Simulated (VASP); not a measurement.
```xyz
4
Lattice="3.8881 0.0000 0.0000 -1.9440 3.3672 0.0000 0.0000 0.0000 4.7177" Properties=species:S:1:pos:R:3 pbc="T T T"
Zr     0.0000     2.2448     4.4449
Zr     1.9440     1.1224     2.0860
C      0.0000     2.2448     2.0420
C      1.9440     1.1224     4.4009
```

Method: PBE GGA, VASP's PBE PAW potentials (set 64) (plane waves; VASP). Numerical set-up: 520 eV cut-off, Gaussian smearing of 0.050 eV, potentials Zr_sv C.

### Question
Give the energies of bands 11 to 19 at the high-symmetry points, in eV from the Fermi level.

### Answer

```json
[
 {"band": "11", "Γ": "-2.73", "M": "-3.27", "K": "-2.11", "A": "-3.02", "L": "-4.04", "H": "-3.87"},
 {"band": "12", "Γ": "-2.73", "M": "-1.98", "K": "-1.90", "A": "-3.02", "L": "-4.04", "H": "-3.87"},
 {"band": "13", "Γ": "-2.50", "M": "-1.56", "K": "-1.90", "A": "-3.02", "L": "-2.26", "H": "-2.01"},
 {"band": "14", "Γ": "-2.50", "M": "-1.45", "K": "-1.49", "A": "-3.02", "L": "-2.26", "H": "-2.01"},
 {"band": "15", "Γ": "-1.54", "M": "-1.14", "K": "-1.49", "A": "-2.93", "L": "-1.49", "H": "-1.83"},
 {"band": "16", "Γ": "0.97", "M": "-0.44", "K": "-1.11", "A": "-2.93", "L": "-1.49", "H": "-1.83"},
 {"band": "17", "Γ": "0.97", "M": "0.14", "K": "0.42", "A": "3.65", "L": "2.29", "H": "1.15"},
 {"band": "18", "Γ": "1.05", "M": "1.64", "K": "0.46", "A": "3.65", "L": "2.29", "H": "1.15"},
 {"band": "19", "Γ": "2.25", "M": "2.79", "K": "2.76", "A": "3.65", "L": "3.06", "H": "3.81"}
]
```

It has no gap at this level: it comes out as a metal or semimetal.

The structure was generated: ZrC was put into the wurtzite type (P6_3mc), which need not be its known phase. It was relaxed first, which changed the volume by -37 %.
